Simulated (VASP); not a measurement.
The input files of a VASP run:

**KPOINTS**
```
Automatic
0
Gamma
  7 7 7
0 0 0
```

**INCAR**
```
SYSTEM  =  BaO
PREC  =  Accurate; ENCUT  =  520; LREAL  =  .False.
LASPH  =  .True.
EDIFF  =  1E-6; NELM  =  100; ALGO  =  Normal
LMAXMIX  =  4
ISMEAR  =  0; SIGMA  =  0.05
GGA  =  PS
IBRION  =  2; NSW  =  60; ISIF  =  3
EDIFFG  =  -0.01
LWAVE  =  .False.; LCHARG  =  .False.
```

POSCAR:
```
BaO
1.0
  0.0000000000   3.0348000000   3.0348000000
  3.0348000000   0.0000000000   3.0348000000
  3.0348000000   3.0348000000   0.0000000000
Ba O
1 1
direct
  0.0000000000   0.0000000000   0.0000000000
  0.5000000000   0.5000000000   0.5000000000
```

POTCAR, in this order: Ba_sv O (PBE.64 set). Program: vasp_std.

Q: Translate this PBEsol calculation to Quantum ESPRESSO's pw.x.

A: One equivalent input (not run):
```
&CONTROL
  calculation = 'vc-relax'
  pseudo_dir = './pseudo'
  outdir = './out'
  tprnfor = .true.
  tstress = .true.
  nstep = 60
  forc_conv_thr = 0.00039
/
&SYSTEM
  ibrav = 0
  nat = 2
  ntyp = 2
  ecutwfc = 84
  occupations = 'smearing'
  smearing = 'gaussian'
  degauss = 0.003675
  input_dft = 'pbesol'
/
&ELECTRONS
  conv_thr = 7.3e-08
  electron_maxstep = 100
/
&IONS
/
&CELL
/
ATOMIC_SPECIES
  Ba 137.327 Ba.upf
  O 15.999 O.upf
CELL_PARAMETERS angstrom
     0.0000000    3.0348000    3.0348000
     3.0348000    0.0000000    3.0348000
     3.0348000    3.0348000    0.0000000
ATOMIC_POSITIONS crystal
  Ba   0.0000000  0.0000000  0.0000000
  O    0.5000000  0.5000000  0.5000000
K_POINTS automatic
  7 7 7 0 0 0
```
The two are equivalent in intent, not identical: the potentials are each code's own (VASP's PAW set, PseudoDojo norm-conserving files in pw.x), so ENCUT and ecutwfc are chosen apart and not converted; conv_thr bounds pw.x's estimated SCF error, while EDIFF bounds the energy change between steps; forc_conv_thr acts on force components and is met together with etot_conv_thr.

The structure was generated: BaO was put into the rock salt type (Fm-3m), which need not be its known phase. This run relaxes it. Symmetry was kept, so distortions that lower it aren't found.
